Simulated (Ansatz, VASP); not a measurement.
# NaMgF3: VASP beside Ansatz

File INCAR:

```
SYSTEM = NaMgF3
PREC = Accurate
ENCUT = 520
EDIFF = 1E-6
ISMEAR = 0
SIGMA = 0.05
LREAL = .FALSE.
LASPH = .TRUE.
NELM = 100
ALGO = Normal
ISIF = 2
LWAVE = .FALSE.
LCHARG = .FALSE.
NBANDS = 23
```

File KPOINTS:

```
regular mesh
0
G
  6 6 6
  0 0 0
```

File POSCAR:

```
NaMgF3
1.0
    3.7532970500      0.0000000000      0.0000000000
    0.0000000000      4.1483809500      0.0000000000
    0.0000000000      0.0000000000      3.9508390000
Na Mg F
1 1 3
Direct
    0.0000000000      0.0000000000      0.0000000000
    0.5000000000      0.5000000000      0.5000000000
    0.5000000000      0.5000000000      0.0000000000
    0.5000000000      0.0000000000      0.5000000000
    0.0000000000      0.5000000000      0.5000000000
```

Input for Ansatz:

```yaml
crystal:
  lattice:
    - [3.75329705, 0.0, 0.0]
    - [0.0, 4.14838095, 0.0]
    - [0.0, 0.0, 3.950839]
  atoms:
    - { symbol: Na, position: [0.0, 0.0, 0.0] }
    - { symbol: Mg, position: [0.5, 0.5, 0.5] }
    - { symbol: F, position: [0.5, 0.5, 0.0] }
    - { symbol: F, position: [0.5, 0.0, 0.5] }
    - { symbol: F, position: [0.0, 0.5, 0.5] }
basis:
  ecutwfc: 420
kpoints:
  mp_grid: { grid: [6, 6, 6] }
hamiltonian:
  xc: lda
scf:
  occupations: { method: gaussian, width: 0.05 }
output:
  forces: true
  stress: true
  eigenvalues: true
```

Change from the starting cell: strain -0.0500 x Voigt [1, -1, 0, 0, 0, 0], atoms carried along.

Alike in both runs: task single point; functional LDA; k mesh 6 × 6 × 6; occupations gaussian, width 0.05 eV; no spin polarisation.

```csv
,VASP,Ansatz
version,VASP 6.6.1,Ansatz 0.2.0
potentials or method,"VASP PAW LDA potentials, release 64 (Na_pv, Mg, F)","scalar-relativistic, plane waves, PAW"
plane-wave cutoff (eV),520,420
valence electrons in the cell,30,40
```

```tsv
	VASP	Ansatz	Ansatz less VASP
gap on the k mesh at the Fermi level (eV)	5.55	5.57	+0.026
least direct gap on the mesh (eV)	6.02	6.04	+0.022
pressure (GPa)	-6.3	-5.5	+0.88
largest component of the traceless stress (GPa)	5.50	5.52	+0.018
```

The two sets of potentials don't hold the same shells in valence.

A k mesh can miss the band edges.
